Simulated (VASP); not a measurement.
Data:

```yaml
crystal:
  lattice:
    - [1.66595, -2.88550, 0.00000]
    - [1.66595, 2.88550, 0.00000]
    - [0.00000, 0.00000, 5.18747]
  atoms:
    - { symbol: Sc, position: [0.33333, 0.66667, 0.25000] }
    - { symbol: Sc, position: [0.66667, 0.33333, 0.75000] }
```

All values below come from r2SCAN meta-GGA, VASP's PBE PAW potentials (set 64) (plane waves; VASP). Numerical set-up: 400 eV cut-off, 14×14×8 Γ-centred mesh, tetrahedra with Blöchl corrections, potentials Sc_sv.

**Question.** What does the run give for the energy per atom (σ→0), band gap (over mesh and band path) with the smallest direct gap where there is one?

**Answer.** 
```yaml
band gap (over mesh and band path): none (metal, semimetal or under 0.01 eV)
energy per atom (σ→0): -11354 meV/atom
```

The compound is Sc in the hcp structure. It was relaxed first.
